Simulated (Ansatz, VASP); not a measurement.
**Cs2Sb2PdBr4 in VASP and in Ansatz**

Contents of INCAR:

```
SYSTEM = Cs2Sb2PdBr4
  PREC = Accurate
  ENCUT = 520
  EDIFF = 1E-7
  ISMEAR = -4
  SIGMA = 0.1
  LREAL = .False.
  LASPH = .True.
  NELM = 60
  ALGO = Normal
  ISIF = 2
  LWAVE = .False.
  LCHARG = .True.
  GGA = PE
  LELF = .True.
  LVHAR = .True.
  NBANDS = 43
```

Contents of KPOINTS:

```
regular mesh
0
Gamma
  3 3 3
  0 0 0
```

POSCAR

```
Cs2Sb2PdBr4
1.0
   -4.1292150000      4.1292150000      4.4189540000
    4.1292150000     -4.1292150000      4.4189540000
    4.1292150000      4.1292150000     -4.4189540000
Pd Sb Cs Br
1 2 2 4
Direct
    0.0000000000      0.0000000000      0.0000000000
    0.3481500000      0.3481500000      0.0000000000
    0.6518500000      0.6518500000      0.0000000000
    0.7500000000      0.2500000000      0.5000000000
    0.2500000000      0.7500000000      0.5000000000
    0.2035600000      0.2035600000      0.4071200000
    0.2035600000      0.7964400000      0.0000000000
    0.7964400000      0.7964400000      0.5928800000
    0.7964400000      0.2035600000      0.0000000000
```

Input for Ansatz:

```yaml
crystal:
  lattice:
    - [-4.129215, 4.129215, 4.418954]
    - [4.129215, -4.129215, 4.418954]
    - [4.129215, 4.129215, -4.418954]
  atoms:
    - { symbol: Pd, position: [0.0, 0.0, 0.0] }
    - { symbol: Sb, position: [0.34815, 0.34815, 0.0] }
    - { symbol: Sb, position: [0.65185, 0.65185, 0.0] }
    - { symbol: Cs, position: [0.75, 0.25, 0.5] }
    - { symbol: Cs, position: [0.25, 0.75, 0.5] }
    - { symbol: Br, position: [0.20356, 0.20356, 0.40712] }
    - { symbol: Br, position: [0.20356, 0.79644, 0.0] }
    - { symbol: Br, position: [0.79644, 0.79644, 0.59288] }
    - { symbol: Br, position: [0.79644, 0.20356, 0.0] }
  symmetry: { tolerance: 0.0003 }
kpoints:
  mp_grid: { grid: [3, 3, 3], shift: [0, 0, 0] }
magnetization:
  spin_polarized: false
scf:
  occupations: { method: tetrahedron_uncorrected }
hamiltonian:
  pseudopotentials: { kind: paw }
  xc: pbe
basis:
  ecutwfc: 420
  ecutrho_ratio: 6
output:
  forces: true
  stress: true
  eigenvalues: true
```

The cell was built by a generator and needn't be a form met in nature.

Alike in both runs: task single point; functional PBE; k mesh 3 × 3 × 3; no spin polarisation.

|  | VASP | Ansatz |
| --- | --- | --- |
| version | VASP 6.6.1 | Ansatz 0.2.0 |
| potentials or method | VASP PAW PBE potentials, release 64 (Pd, Sb, Cs_sv, Br) | PAW plane waves |
| plane-wave cutoff (eV) | 520 | 420 |
| occupations | tetrahedron | tetrahedron-uncorrected |
| valence electrons in the cell | 66 | 94 |

|  | VASP | Ansatz | Ansatz less VASP |
| --- | --- | --- | --- |
| gap on the k mesh at the Fermi level (eV) | 0.18 | 0.19 | +0.014 |
| pressure (GPa) | 4.0 | 4.0 | -0.02 |
| largest component of the traceless stress (GPa) | 2.86 | 2.87 | +0.013 |
| rms of the force components (eV/Å) | 0.697 | 0.700 | +0.0021 |

Atom by atom the forces differ by 0.007 eV/Å (rms over components). The two sets of potentials don't hold the same shells in valence. Ansatz warned: «band_table_not_solved_further».

Caveats: spin-orbit coupling is left out, which moves the levels of the heavy elements; an odd mesh through Γ misses points on the zone boundary, where band edges often lie; forces of over 1 eV/Å show positions far from the minimum, so gaps and moduli don't describe the material at rest.
